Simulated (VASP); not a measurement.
Data:

```yaml
crystal:
  lattice:
    - [0.00000, 2.04730, 2.04730]
    - [2.04730, 0.00000, 2.04730]
    - [2.04730, 2.04730, 0.00000]
  atoms:
    - { symbol: Mg, position: [0.00000, 0.00000, 0.00000] }
    - { symbol: O, position: [0.50000, 0.50000, 0.50000] }
```

All values below come from PBE GGA, VASP's PBE PAW potentials (set 64) (plane waves; VASP). Numerical set-up: PREC = Normal, 500 eV cut-off, 4×4×4 Γ-centred mesh, Gaussian smearing of 0.010 eV, potentials Mg_sv_GW O_GW_new.

Estimate the energy per atom (σ→0), pressure, band gap (on the k-mesh) with the smallest direct gap where there is one.

- band gap (on the k-mesh) = 5.59 eV
- smallest direct gap (on the k-mesh) = 5.59 eV
- energy per atom (σ→0) = -12.940 eV/atom
- pressure = 18.49 GPa

Only differences to runs with the same potentials and settings are physical.

The compound is MgO in the rock salt structure. This cell is one point of a volume scan, at 0.92 of the reference volume. The k-mesh is coarse (spacing up to 0.66 per Å, 2π included), so the numbers may not be converged in it.
